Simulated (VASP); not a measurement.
A run of VASP 6.6.1 is set up as follows.

File INCAR:

```
SYSTEM = W16N
PREC     = Accurate       ! precision mode
ENCUT    = 400            ! plane-wave cutoff, eV
EDIFF    = 1E-6           ! SCF threshold, eV
ISMEAR   = 1              ! smearing method
SIGMA    = 0.1            ! smearing width, eV
LREAL    = Auto         
LASPH    = .TRUE.         ! aspherical terms in the spheres
NELM     = 80             ! most SCF steps
ALGO     = Fast           ! electronic algorithm
ISIF     = 2              ! what is computed and relaxed
LWAVE    = .FALSE.        ! write WAVECAR
LCHARG   = .FALSE.        ! write CHGCAR
GGA      = MK             ! functional
LUSE_VDW = .TRUE.       
AGGAC    = 0.0          
PARAM1   = 0.1234       
PARAM2   = 1.0          
ISYM     = 0
```

Contents of KPOINTS:

```
Automatic mesh
0
G
  5 6 1
  0 0 0
```

File POSCAR:

```
W16N
1.0
    6.3200000000      0.0000000000      0.0000000000
    3.1600000000      4.4689148571      0.0000000000
    0.0000000000      0.0000000000     23.2033722856
W N
16 1
Direct
    0.7500000000      0.5000000000      0.1077000000
    0.2500000000      0.5000000000      0.1077000000
    0.7500000000      0.0000000000      0.1077000000
    0.2500000000      0.0000000000      0.1077000000
    0.0000000000      0.0000000000      0.2040000000
    0.5000000000      0.0000000000      0.2040000000
    0.0000000000      0.5000000000      0.2040000000
    0.5000000000      0.5000000000      0.2040000000
    0.7503000000      0.4994000000      0.3004000000
    0.2490000000      0.5022000000      0.2989000000
    0.7502000000      0.0007000000      0.3017000000
    0.2495000000      0.9999000000      0.3018000000
    0.0024000000      0.9939000000      0.3961000000
    0.4936000000      0.0136000000      0.3934000000
    0.0023000000      0.4989000000      0.3970000000
    0.4978000000      0.5013000000      0.3972000000
    0.7878000000      0.4249000000      0.4445000000
```

Potentials or basis: VASP PAW PBE potentials, release 64 (W_sv, N).

The run is started by

```bash
$ cat potpaw_PBE.64/W_sv/POTCAR potpaw_PBE.64/N/POTCAR > POTCAR
$ mpirun -np 4 vasp_std > vasp.out
```

(1) Estimate the band gap on the k mesh.

(2) Predict the largest force.

Results:

(1) none (metal or under the smearing width).

(2) 0.695 eV/Å.

Caveat: the PAW data sets were made with another functional, which shifts forces and pressure a little.
